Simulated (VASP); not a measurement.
Data:

```
AlAs
1.0
    0.00000     2.83000     2.83000
    2.83000     0.00000     2.83000
    2.83000     2.83000     0.00000
Al As
1 1
Direct
  0.00000   0.00000   0.00000
  0.25000   0.25000   0.25000
```

All values below come from G0W0 on PBE orbitals, VASP's PBE PAW potentials (set 64) (plane waves; VASP 6.6.1). Settings: PREC = Normal, 350 eV cut-off, 4×4×4 Γ-centred mesh, Gaussian smearing of 0.010 eV, potentials Al_GW As_GW.

The mesh is coarse and the basis finite, so the quasiparticle values are not converged.

NBANDS = 160, ENCUTGW = 200 eV, NOMEGA = 64. The PBE levels (eV) that the step starts from are:

| state | KS energy | filling |
|---|---|---|
| k1 (0.00, 0.00, 0.00), band 1 | -8.40 | 2 |
| k1 (0.00, 0.00, 0.00), band 2 | 3.47 | 2 |
| k1 (0.00, 0.00, 0.00), band 3 | 3.47 | 2 |
| k1 (0.00, 0.00, 0.00), band 4 | 3.47 | 2 |
| k1 (0.00, 0.00, 0.00), band 5 | 5.51 | 0 |
| k1 (0.00, 0.00, 0.00), band 6 | 7.73 | 0 |
| k1 (0.00, 0.00, 0.00), band 7 | 7.73 | 0 |
| k1 (0.00, 0.00, 0.00), band 8 | 7.73 | 0 |
| k3 (0.50, 0.00, 0.00), band 1 | -6.97 | 2 |
| k3 (0.50, 0.00, 0.00), band 2 | -2.12 | 2 |
| k3 (0.50, 0.00, 0.00), band 3 | 2.64 | 2 |
| k3 (0.50, 0.00, 0.00), band 4 | 2.64 | 2 |
| k3 (0.50, 0.00, 0.00), band 5 | 5.59 | 0 |
| k3 (0.50, 0.00, 0.00), band 6 | 8.12 | 0 |
| k3 (0.50, 0.00, 0.00), band 7 | 8.12 | 0 |
| k3 (0.50, 0.00, 0.00), band 8 | 11.20 | 0 |
| k7 (0.50, 0.50, 0.00), band 1 | -6.42 | 2 |
| k7 (0.50, 0.50, 0.00), band 2 | -1.98 | 2 |
| k7 (0.50, 0.50, 0.00), band 3 | 1.28 | 2 |
| k7 (0.50, 0.50, 0.00), band 4 | 1.28 | 2 |
| k7 (0.50, 0.50, 0.00), band 5 | 4.88 | 0 |
| k7 (0.50, 0.50, 0.00), band 6 | 5.74 | 0 |
| k7 (0.50, 0.50, 0.00), band 7 | 13.78 | 0 |
| k7 (0.50, 0.50, 0.00), band 8 | 13.78 | 0 |

Q: Give the quasiparticle energies and renormalisation factors Z.

A: 
```csv
state,QP energy (eV),Z
"k1 (0.00, 0.00, 0.00), band 1",-8.94,0.65
"k1 (0.00, 0.00, 0.00), band 2",2.83,0.76
"k1 (0.00, 0.00, 0.00), band 3",2.83,0.76
"k1 (0.00, 0.00, 0.00), band 4",2.83,0.76
"k1 (0.00, 0.00, 0.00), band 5",5.88,0.77
"k1 (0.00, 0.00, 0.00), band 6",7.87,0.76
"k1 (0.00, 0.00, 0.00), band 7",7.87,0.76
"k1 (0.00, 0.00, 0.00), band 8",7.87,0.76
"k3 (0.50, 0.00, 0.00), band 1",-7.45,0.69
"k3 (0.50, 0.00, 0.00), band 2",-2.82,0.70
"k3 (0.50, 0.00, 0.00), band 3",1.97,0.76
"k3 (0.50, 0.00, 0.00), band 4",1.97,0.76
"k3 (0.50, 0.00, 0.00), band 5",5.78,0.77
"k3 (0.50, 0.00, 0.00), band 6",8.22,0.76
"k3 (0.50, 0.00, 0.00), band 7",8.22,0.76
"k3 (0.50, 0.00, 0.00), band 8",11.05,0.75
"k7 (0.50, 0.50, 0.00), band 1",-6.86,0.69
"k7 (0.50, 0.50, 0.00), band 2",-2.66,0.70
"k7 (0.50, 0.50, 0.00), band 3",0.56,0.74
"k7 (0.50, 0.50, 0.00), band 4",0.56,0.74
"k7 (0.50, 0.50, 0.00), band 5",4.84,0.78
"k7 (0.50, 0.50, 0.00), band 6",5.78,0.78
"k7 (0.50, 0.50, 0.00), band 7",13.89,0.71
"k7 (0.50, 0.50, 0.00), band 8",13.89,0.71
```
On the mesh the gap opens from 1.41 to 2.01 eV.

The compound is AlAs in the zinc blende structure. The cell was not relaxed at this level. The k-mesh is coarse (spacing up to 0.48 per Å, 2π included), so the numbers may not be converged in it.
